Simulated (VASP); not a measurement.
Level of theory: revTPSS meta-GGA, VASP's PBE PAW potentials (set 64) (plane waves; VASP 6.6.1).

The input files of a VASP run:

POSCAR:
```
CoAl
1
    2.8214718980     0.0000000000     0.0000000000
    0.0000000000     2.8214718980     0.0000000000
    0.0000000000     0.0000000000     2.8214718980
Al Co
1 1
Direct
  0.5000000000   0.5000000000   0.5000000000
  0.0000000000   0.0000000000   0.0000000000
```

### INCAR
```
SYSTEM  =  CoAl
PREC  =  Accurate; ENCUT  =  520; LREAL  =  .False.
LASPH  =  .True.
EDIFF  =  1E-7; NELM  =  100; ALGO  =  Normal
LMAXMIX  =  4; LMIXTAU  =  .True.
ISMEAR  =  1; SIGMA  =  0.1
METAGGA  =  RTPSS
ISIF  =  2
LWAVE  =  .False.; LCHARG  =  .False.
```

File KPOINTS:
```
Automatic mesh
0
Gamma
13 13 13
0 0 0
```

POTCAR, in this order: Al Co (PBE.64 set). Program: vasp_std.

Output of the run:

File OSZICAR:
```
       N       E                     dE             d eps       ncg     rms          rms(c)
DAV:   1     0.602434907629E+02    0.60243E+02   -0.66070E+03  1696   0.158E+03
DAV:   2     0.324995695740E+01   -0.56994E+02   -0.54139E+02  1702   0.245E+02
DAV:   3     0.930795353853E+00   -0.23192E+01   -0.23092E+01  1944   0.706E+01
DAV:   4     0.890646243535E+00   -0.40149E-01   -0.40134E-01  2036   0.845E+00
DAV:   5     0.889227020666E+00   -0.14192E-02   -0.14192E-02  1978   0.160E+00    0.835E+00
DAV:   6    -0.104624634327E+02   -0.11352E+02   -0.11413E+01  1680   0.446E+01    0.376E+00
DAV:   7    -0.111101576834E+02   -0.64769E+00   -0.11772E+01  1928   0.500E+01    0.862E+00
DAV:   8    -0.105014338996E+02    0.60872E+00   -0.37915E+00  1870   0.279E+01    0.278E+00
DAV:   9    -0.105555608673E+02   -0.54127E-01   -0.34315E+00  1972   0.277E+01    0.314E+00
DAV:  10    -0.104750126294E+02    0.80548E-01   -0.73917E-01  1932   0.131E+01    0.315E-01
DAV:  11    -0.104764760563E+02   -0.14634E-02   -0.20187E-02  2222   0.192E+00    0.154E-01
DAV:  12    -0.104763008254E+02    0.17523E-03   -0.11270E-03  2036   0.468E-01    0.361E-02
DAV:  13    -0.104762910195E+02    0.98059E-05   -0.22838E-05  1840   0.460E-02    0.167E-02
DAV:  14    -0.104763000775E+02   -0.90580E-05   -0.13541E-04  1982   0.171E-01    0.237E-02
DAV:  15    -0.104762990460E+02    0.10315E-05   -0.34963E-05  1984   0.881E-02    0.650E-03
DAV:  16    -0.104762991121E+02   -0.66035E-07   -0.88667E-07  1830   0.123E-02
   1 F= -.10476299E+02 E0= -.10476340E+02  d E =0.123495E-03
```

**OUTCAR**
```
------------------------ aborting loop because EDIFF is reached ----------------------------------------
  FORCE on cell =-STRESS in cart. coord.  units (eV):
  Direction    XX          YY          ZZ          XY          YZ          ZX
  --------------------------------------------------------------------------------------
  Total       -0.0138350     -0.0138350     -0.0138350     -0.0000000      0.0000000      0.0000000
  in kB       -0.9868784     -0.9868784     -0.9868784     -0.0000000      0.0000000      0.0000000
  external PRESSURE =      -0.9868784 kB  Pullay stress =       0.0000000 kB
  volume of cell :       22.46
      direct lattice vectors                 reciprocal lattice vectors
     2.821471898  0.000000000  0.000000000     0.354424937  0.000000000  0.000000000
     0.000000000  2.821471898  0.000000000     0.000000000  0.354424937  0.000000000
     0.000000000  0.000000000  2.821471898     0.000000000  0.000000000  0.354424937
 POSITION                                       TOTAL-FORCE (eV/Angst)
 -----------------------------------------------------------------------------------
      1.41074      1.41074      1.41074         0.000000      0.000000      0.000000
      0.00000      0.00000      0.00000         0.000000      0.000000      0.000000
 -----------------------------------------------------------------------------------
    total drift:                                0.000000      0.000000      0.000000
  FREE ENERGIE OF THE ION-ELECTRON SYSTEM (eV)
  ---------------------------------------------------
  free  energy   TOTEN  =       -10.4762991121 eV

  energy  without entropy=      -10.4764226071  energy(sigma->0) =      -10.47634028
```
(Selected blocks of OUTCAR.)

The compound is CoAl in the CsCl type structure. It was relaxed first. The run is not spin-polarised, so no magnetic state was tried.
